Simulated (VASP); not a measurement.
Output of a VASP run:

File OSZICAR:
```
       N       E                     dE             d eps       ncg     rms          rms(c)
DAV:   1     0.128403650216E+03    0.12840E+03   -0.93657E+03  2470   0.156E+03
DAV:   2    -0.182389071927E+02   -0.14664E+03   -0.14291E+03  2550   0.385E+02
DAV:   3    -0.281292955322E+02   -0.98904E+01   -0.96573E+01  3675   0.943E+01
DAV:   4    -0.284436126886E+02   -0.31432E+00   -0.31374E+00  3197   0.156E+01
DAV:   5    -0.284552707530E+02   -0.11658E-01   -0.11658E-01  3693   0.256E+00    0.152E+01
DAV:   6    -0.234969985311E+02    0.49583E+01   -0.27264E+01  3341   0.572E+01    0.366E+00
DAV:   7    -0.235115829064E+02   -0.14584E-01   -0.19965E+00  2876   0.164E+01    0.288E+00
DAV:   8    -0.235204895846E+02   -0.89067E-02   -0.22382E-01  3486   0.465E+00    0.887E-01
DAV:   9    -0.235086090693E+02    0.11881E-01   -0.10818E-01  3327   0.423E+00    0.302E-01
DAV:  10    -0.235075164494E+02    0.10926E-02   -0.63390E-03  2988   0.103E+00    0.629E-02
DAV:  11    -0.235075800222E+02   -0.63573E-04   -0.81328E-04  3652   0.346E-01    0.560E-02
DAV:  12    -0.235075469542E+02    0.33068E-04   -0.25067E-04  3356   0.207E-01    0.948E-03
DAV:  13    -0.235075446083E+02    0.23460E-05   -0.13782E-05  3127   0.465E-02    0.189E-03
DAV:  14    -0.235075447907E+02   -0.18247E-06   -0.34611E-07  2888   0.647E-03    0.768E-04
DAV:  15    -0.235075447448E+02    0.45952E-07   -0.44865E-08  1378   0.210E-03
   1 F= -.23507545E+02 E0= -.23507575E+02  d E =-.235075E+02
       N       E                     dE             d eps       ncg     rms          rms(c)
DAV:   1    -0.235112388639E+02   -0.36941E-02   -0.14983E-01  2655   0.625E+00    0.393E-01
DAV:   2    -0.235096216994E+02    0.16172E-02   -0.85248E-03  2500   0.943E-01    0.222E-01
DAV:   3    -0.235088495386E+02    0.77216E-03   -0.10356E-03  2937   0.426E-01    0.665E-02
DAV:   4    -0.235087699884E+02    0.79550E-04   -0.18930E-04  2994   0.174E-01    0.103E-02
DAV:   5    -0.235087656988E+02    0.42896E-05   -0.13892E-05  2661   0.454E-02    0.452E-03
DAV:   6    -0.235087652777E+02    0.42113E-06   -0.54370E-07  2738   0.877E-03    0.150E-03
DAV:   7    -0.235087653121E+02   -0.34396E-07   -0.24170E-08  1675   0.209E-03
   2 F= -.23508765E+02 E0= -.23508830E+02  d E =-.122057E-02
```

OUTCAR:
```
------------------------ aborting loop because EDIFF is reached ----------------------------------------
  FORCE on cell =-STRESS in cart. coord.  units (eV):
  Direction    XX          YY          ZZ          XY          YZ          ZX
  --------------------------------------------------------------------------------------
  Total       -2.1759913     -2.1759913     -2.1727853      0.0000000      0.0000000     -0.0000000
  in kB     -126.2694904   -126.2694927   -126.0834516      0.0000000      0.0000000     -0.0000000
  external PRESSURE =    -126.2074782 kB  Pullay stress =       0.0000000 kB
  volume of cell :       27.61
      direct lattice vectors                 reciprocal lattice vectors
     1.548128853 -2.681437856  0.000000000     0.322970532 -0.186467122 -0.000000000
     1.548128853  2.681437856  0.000000000     0.322970532  0.186467122  0.000000000
     0.000000000 -0.000000000  3.325557588    -0.000000000  0.000000000  0.300701453
 POSITION                                       TOTAL-FORCE (eV/Angst)
 -----------------------------------------------------------------------------------
      0.00000     -0.00000      3.32556        -0.000000     -0.000000     -0.000000
      1.54813      0.89381      1.66278        -0.000000      0.000000      0.000000
      1.54813     -0.89381      1.66278         0.000000     -0.000000     -0.000000
 -----------------------------------------------------------------------------------
    total drift:                                0.000000     -0.000000      0.000000
  FREE ENERGIE OF THE ION-ELECTRON SYSTEM (eV)
  ---------------------------------------------------
  free  energy   TOTEN  =       -23.5087653121 eV

  energy  without entropy=      -23.5089588183  energy(sigma->0) =      -23.50882981

 reached required accuracy - stopping structural energy minimisation
```
(Selected blocks of OUTCAR.)

POSCAR:
```
TiB2
1
    1.5520712230    -2.6882662425     0.0000000000
    1.5520712230     2.6882662425     0.0000000000
    0.0000000000     0.0000000000     3.3086847428
Ti B
1 2
Direct
  0.0000000000   0.0000000000   1.0000000000
  0.3333330000   0.6666670000   0.5000000000
  0.6666670000   0.3333330000   0.5000000000
```

### Question
Write an INCAR and KPOINTS that could have produced this output.

### Answer
Several could match; the one computed here: the input of the run itself, revPBE GGA, plane waves, VASP's PBE PAW potentials (set 64).

### INCAR
```
SYSTEM = TiB2
PREC = Accurate; ENCUT = 520; LREAL = F
LASPH = T
EDIFF = 1E-7; NELM = 100; ALGO = Normal
LMAXMIX = 4
ISMEAR = 1; SIGMA = 0.1
GGA = RE
IBRION = 2; NSW = 30; ISIF = 4
EDIFFG = -0.01
LWAVE = F; LCHARG = F
```

KPOINTS:
```
Automatic mesh
0
G
  12 12 9
0 0 0
```

POTCAR, in this order: Ti_sv B (PBE.64 set). Program: vasp_std.

The compound is TiB2 in the AlB2 type structure. This cell is one point of a volume scan, at 1.06 of the reference volume. Symmetry was kept, so distortions that lower it aren't found.
